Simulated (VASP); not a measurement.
Calculation: PBE GGA, VASP's PBE PAW potentials (set 64) (plane waves; VASP).

Input for VASP

**KPOINTS**
```
Automatic mesh
0
Gamma
12 12 12
0 0 0
```

File POSCAR:
```
As
1.0
  3.2118057772  -1.8249053872  -0.1113312493
  3.2118057772   1.8249053872  -0.1113312493
  2.2796088112   0.0000000000   2.9089082705
As
2
Direct
  0.2388173539   0.2388173539   0.2388173542
  0.7611826461   0.7611826461   0.7611826458
```

**INCAR**
```
# general
SYSTEM =As
PREC   =Accurate
ENCUT  =500   # plane-wave cut-off (eV)
LREAL  =.False.
LASPH  =.True.

# electronic loop
EDIFF  =1E-6
NELM   =100   # most electronic steps
ALGO   =Normal   # blocked Davidson
LMAXMIX=4   # l cut-off of mixed one-centre charges

# smearing
ISMEAR =1
SIGMA  =0.1

# functional
GGA    =PE

# ions
IBRION =2   # conjugate gradients
NSW    =40   # most ionic steps
ISIF   =3   # ions, shape and volume
EDIFFG =-0.02
PSTRESS=200   # kbar

# output
LWAVE  =.False.
LCHARG =.False.
```

POTCAR, in this order: As (PBE.64 set). Program: vasp_std.

What VASP printed:

**OUTCAR**
```
 ion  position               nearest neighbor table
   1  0.239  0.239  0.239-   2 2.48   2 2.48   2 2.48   2 2.72   2 2.72   2 2.72
   2  0.761  0.761  0.761-   1 2.48   1 2.48   1 2.48   1 2.72   1 2.72   1 2.72
  LATTYP: Found a trigonal (rhomboedric) cell.
 ALAT       =     3.6957232945
 COS(alpha) =     0.5123458956
 Subroutine PRICEL returns:
 Original cell was already a primitive cell.
 Subroutine GETGRP returns: Found 12 space group operations
The static configuration has the point symmetry D_3d.
The dynamic configuration has the point symmetry D_3d.
 Subroutine INISYM returns: Found 12 space group operations
 Subroutine IBZKPT returns following result:
 Found    189 irreducible k-points:

 Following reciprocal coordinates:
            Coordinates               Weight
  0.000000  0.000000  0.000000      1.000000
  0.083333  0.000000  0.000000      6.000000
  0.166667  0.000000  0.000000      6.000000
  0.250000  0.000000  0.000000      6.000000
  0.333333 -0.000000  0.000000      6.000000
  0.416667 -0.000000  0.000000      6.000000
  0.500000  0.000000  0.000000      3.000000
  0.083333  0.083333  0.000000      6.000000
  0.166667  0.083333  0.000000     12.000000
  0.250000  0.083333  0.000000     12.000000
  0.333333  0.083333  0.000000     12.000000
  0.416667  0.083333  0.000000     12.000000
  0.500000  0.083333  0.000000     12.000000
 -0.416667  0.083333  0.000000     12.000000
 -0.333333  0.083333  0.000000     12.000000
 -0.250000  0.083333 -0.000000     12.000000
 -0.166667  0.083333 -0.000000     12.000000
 -0.083333  0.083333  0.000000      6.000000
  0.166667  0.166667  0.000000      6.000000
  0.250000  0.166667  0.000000     12.000000
  0.333333  0.166667  0.000000     12.000000
  0.416667  0.166667 -0.000000     12.000000
  0.500000  0.166667  0.000000     12.000000
 -0.416667  0.166667  0.000000     12.000000
 -0.333333  0.166667  0.000000     12.000000
 -0.250000  0.166667  0.000000     12.000000
 -0.166667  0.166667  0.000000      6.000000
  0.250000  0.250000  0.000000      6.000000
  0.333333  0.250000  0.000000     12.000000
  0.416667  0.250000  0.000000     12.000000
  0.500000  0.250000  0.000000     12.000000
 -0.416667  0.250000 -0.000000     12.000000
 -0.333333  0.250000  0.000000     12.000000
 -0.250000  0.250000  0.000000      6.000000
  0.333333  0.333333  0.000000      6.000000
  0.416667  0.333333  0.000000     12.000000
  0.500000  0.333333  0.000000     12.000000
 -0.416667  0.333333 -0.000000     12.000000
 -0.333333  0.333333  0.000000      6.000000
  0.416667  0.416667  0.000000      6.000000
   k-points           NKPTS =    189   k-points in BZ     NKDIM =    189   number of bands    NBANDS=      9
   number of dos      NEDOS =    301   number of ions     NIONS =      2
   total plane-waves  NPLWV =  21952
   dimension x,y,z NGX =    28 NGY =   28 NGZ =   28
   dimension x,y,z NGXF=    56 NGYF=   56 NGZF=   56
   ions per type =               2
   PREC   = accura    normal or accurate (medium, high low for compatibility)
   ISTART =      0    job   : 0-new  1-cont  2-samecut
   ICHARG =      2    charge: 1-file 2-atom 10-const
   ISPIN  =      1    spin polarized calculation?
   LNONCOLLINEAR =      F non collinear calculations
   LSORBIT =      F    spin-orbit coupling
   INIWAV =      1    electr: 0-lowe 1-rand  2-diag
   ENCUT  =  500.0 eV  36.75 Ry    6.06 a.u.   6.74  6.74  6.74*2*pi/ulx,y,z
   NELM   =    100;   NELMIN=  2; NELMDL= -5     # of ELM steps
   EDIFF  = 0.1E-05   stopping-criterion for ELM
   LREAL  =      F    real-space projection
   NLSPLINE    = F    spline interpolate recip. space projectors
...
```

OSZICAR:
```
       N       E                     dE             d eps       ncg     rms          rms(c)
DAV:   1     0.294205745669E+02    0.29421E+02   -0.44511E+03  3402   0.918E+02
DAV:   2    -0.782902731706E+01   -0.37250E+02   -0.36199E+02  5050   0.126E+02
DAV:   3    -0.888512210127E+01   -0.10561E+01   -0.10498E+01  4019   0.250E+01
DAV:   4    -0.888958307579E+01   -0.44610E-02   -0.44594E-02  4515   0.162E+00
DAV:   5    -0.888958949053E+01   -0.64147E-05   -0.64134E-05  3941   0.526E-02    0.405E+00
DAV:   6    -0.888016999517E+01    0.94195E-02   -0.39514E-03  3889   0.523E-01    0.245E+00
DAV:   7    -0.887652691798E+01    0.36431E-02   -0.84784E-03  3682   0.805E-01    0.904E-02
DAV:   8    -0.887662954298E+01   -0.10262E-03   -0.16417E-04  3805   0.100E-01    0.260E-02
DAV:   9    -0.887665009613E+01   -0.20553E-04   -0.24368E-05  4060   0.420E-02    0.721E-03
DAV:  10    -0.887665033449E+01   -0.23836E-06   -0.20204E-06  3676   0.100E-02
   1 F= -.45043602E+01 E0= -.45045163E+01  d E =-.450436E+01
```

**OUTCAR**
```
------------------------ aborting loop because EDIFF is reached ----------------------------------------
  FORCE on cell =-STRESS in cart. coord.  units (eV):
  Direction    XX          YY          ZZ          XY          YZ          ZX
  --------------------------------------------------------------------------------------
  Total        4.3386788      4.3484691      4.3475351      0.0000000     -0.0000000     -0.0030231
  in kB      198.4625296    198.9103657    198.8676408      0.0000000     -0.0000000     -0.1382868
  external PRESSURE =      -1.2531547 kB  Pullay stress =     200.0000000 kB
  volume of cell :       35.03
      direct lattice vectors                 reciprocal lattice vectors
     3.211805777 -1.824905387 -0.111331249     0.151558683 -0.273986807 -0.118771194
     3.211805777  1.824905387 -0.111331249     0.151558683  0.273986807 -0.118771194
     2.279608811  0.000000000  2.908908271     0.011601065  0.000000000  0.334680237
 POSITION                                       TOTAL-FORCE (eV/Angst)
 -----------------------------------------------------------------------------------
      2.07848      0.00000      0.64152        -0.008087      0.000000     -0.002496
      6.62474      0.00000      2.04472         0.008087      0.000000      0.002496
 -----------------------------------------------------------------------------------
    total drift:                                0.000000     -0.000000     -0.000000
  FREE ENERGIE OF THE ION-ELECTRON SYSTEM (eV)
  ---------------------------------------------------
  free  energy   TOTEN  =        -8.8766503345 eV

  energy  without entropy=       -8.8771184772  energy(sigma->0) =       -8.87680638
  enthalpy is  TOTEN    =        -4.5043602358 eV   P V=        4.3722900987

 reached required accuracy - stopping structural energy minimisation
```
(Selected blocks of OUTCAR.)

The compound is As in the a7 structure. It was relaxed first under an external pressure of 20 GPa.
